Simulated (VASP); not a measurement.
```
NaI
1.0
    0.00000     3.21629     3.21629
    3.21629     0.00000     3.21629
    3.21629     3.21629     0.00000
Na I
1 1
Direct
  0.00000   0.00000   0.00000
  0.50000   0.50000   0.50000
```

Level of theory: optB86b-vdW, VASP's PBE PAW potentials (set 64) (plane waves; VASP). Numerical set-up: 520 eV cut-off, 8×8×8 Γ-centred mesh, tetrahedra with Blöchl corrections, potentials Na_pv I.

Unless said otherwise, spin-orbit coupling is left out, though it shifts the bands of the heavy elements here.

### Question
What does the run give for the energy per atom (σ→0), band gap (on the k-mesh) with the smallest direct gap where there is one?

### Answer

```json
{
 "band gap (on the k-mesh)": "3.70 eV",
 "smallest direct gap (on the k-mesh)": "3.70 eV",
 "energy per atom (σ→0)": "-0.695 eV/atom"
}
```

Only differences to runs with the same potentials and settings are physical.

The compound is NaI in the rock salt structure. It was relaxed first.
